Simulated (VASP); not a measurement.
Data:

```xyz
1
Lattice="1.8788 0.0000 0.0000 0.0000 1.8788 0.0000 0.0000 0.0000 1.8788" Properties=species:S:1:pos:R:3 pbc="T T T"
B      0.0000     0.0000     0.0000
```

The numbers are results of PBEsol GGA, VASP's PBE PAW potentials (set 64) (plane waves; VASP), not measurements. Settings: 520 eV cut-off, Gaussian smearing of 0.050 eV, potentials B.

Question: Give the energies of bands 1 to 3 at the high-symmetry points, in eV from the Fermi level.

Answer: 
```tsv
band	Γ	X	M	R
1	-15.87	-8.34	-1.97	3.47
2	13.74	-6.18	-1.97	3.47
3	13.74	17.67	4.47	3.47
```

It has no gap at this level: it comes out as a metal or semimetal.

The structure was generated: B was put into the simple-cubic type (Pm-3m), which need not be its known phase. It was relaxed first.
